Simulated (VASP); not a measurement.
Calculation: PBEsol GGA, VASP's PBE PAW potentials (set 64) (plane waves; VASP 6.6.1).

The input files of a VASP run:

**INCAR**
```
! general
SYSTEM =AlIn3As4
PREC   =Accurate
ENCUT  =400
LREAL  =.FALSE.
LASPH  =.TRUE.

! electronic loop
EDIFF  =1E-6
NELM   =100
ALGO   =Normal
LMAXMIX=4

! smearing
ISMEAR =0
SIGMA  =0.05

! functional
GGA    =PS

! ions
IBRION =2
NSW    =60
ISIF   =3
EDIFFG =-0.02

! output
LWAVE  =.FALSE.
LCHARG =.FALSE.
```

**POSCAR**
```
AlIn3As4
1
    0.0033860098     5.9910634745     5.9735158376
    5.9910634745     0.0033860098     5.9735158376
    2.9972247421     2.9972247421     0.0000000000
In As Al
3 4 1
Direct
  0.9995735148   0.9995735148   0.0008529704
  0.9994675949   0.5007611959   0.9997712092
  0.5007611959   0.9994675949   0.9997712092
  0.1248555199   0.1248555199   0.2502889601
  0.1403305937   0.6200148592   0.2396545471
  0.6200148592   0.1403305937   0.2396545471
  0.6149941343   0.6149941343   0.2700117314
  0.5000025873   0.5000025873   0.9999948254
```

KPOINTS:
```
Automatic mesh
0
gamma
3 3 6
0 0 0
```

POTCAR, in this order: In_d As Al (PBE.64 set). Program: vasp_std.

Output of the run:

stdout:
```
 POSCAR found type information on POSCAR InAsAl
 POSCAR found :  3 types and       8 ions
 Reading from existing POTCAR
 Reading from existing POTCAR

 -----------------------------------------------------------------------------
|                                                                             |
|               ----> ADVICE to this user running VASP <----                  |
|                                                                             |
|     You enforced a specific xc type in the INCAR file but a different       |
|     type was found in the POTCAR file.                                      |
|     I HOPE YOU KNOW WHAT YOU ARE DOING!                                     |
|                                                                             |
 -----------------------------------------------------------------------------

 LDA part: xc-table for (Slater+PW92), standard interpolation

 -----------------------------------------------------------------------------
|                                                                             |
|     EEEEEEE  RRRRRR   RRRRRR   OOOOOOO  RRRRRR      ###     ###     ###     |
|     E        R     R  R     R  O     O  R     R     ###     ###     ###     |
|     E        R     R  R     R  O     O  R     R     ###     ###     ###     |
|     EEEEE    RRRRRR   RRRRRR   O     O  RRRRRR       #       #       #      |
|     E        R   R    R   R    O     O  R   R                               |
|     E        R    R   R    R   O     O  R    R      ###     ###     ###     |
|     EEEEEEE  R     R  R     R  OOOOOOO  R     R     ###     ###     ###     |
|                                                                             |
|     VERY BAD NEWS! internal error in subroutine POSMAP: symmetry            |
|     equivalent atom not found, you might try decreasing or increasing       |
|     SYMPREC by an order of magnitude. 8                                     |
|                                                                             |
|       ---->  I REFUSE TO CONTINUE WITH THIS SICK JOB ... BYE!!! <----       |
|                                                                             |
 -----------------------------------------------------------------------------
```

VASP stops with an error: VERY BAD NEWS! internal error in subroutine POSMAP: symmetry equivalent atom not found, you might try decreasing or increasing SYMPREC by an order of magnitude. 8 ----> I REFUSE TO CONTINUE WITH THIS SICK JOB ... BYE!!! <----

The structure was generated: AlIn3As4 was put into an ordered model structure (Amm2), which need not be its known phase. It was relaxed first. The start is the result of an earlier pass.
